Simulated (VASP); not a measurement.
Consider the following.

```
Be3ZnTe4
1.0
    5.73010     0.00000     0.00000
    0.00000     5.73010     0.00000
    0.00000     0.00000     5.73010
Zn Te Be
1 4 3
Direct
  0.00000   0.00000   0.00000
  0.26015   0.26015   0.26015
  0.73985   0.73985   0.26015
  0.73985   0.26015   0.73985
  0.26015   0.73985   0.73985
  0.50000   0.50000   0.00000
  0.50000   0.00000   0.50000
  0.00000   0.50000   0.50000
```

These are PBEsol GGA, VASP's PBE PAW potentials (set 64) (plane waves; VASP) values and carry that method's errors. Run with 400 eV cut-off, 5×5×5 Γ-centred mesh, tetrahedra with Blöchl corrections, potentials Zn Te Be.

Question: The job: Be3ZnTe4 (ordered alloy cell), 8 atoms, PBEsol, static run, 400 eV, 5×5×5 Γ-centred mesh. Roughly how much core time does it take on a busy server core?

Answer: About 50 core-seconds (one run on a shared machine, a rough figure). It had 10 irreducible k-points, 26 bands, up to 3438 plane waves and 15 electronic steps.

The structure was generated: Be3ZnTe4 was put into an ordered model structure (P-43m), which need not be its known phase. It was relaxed first.
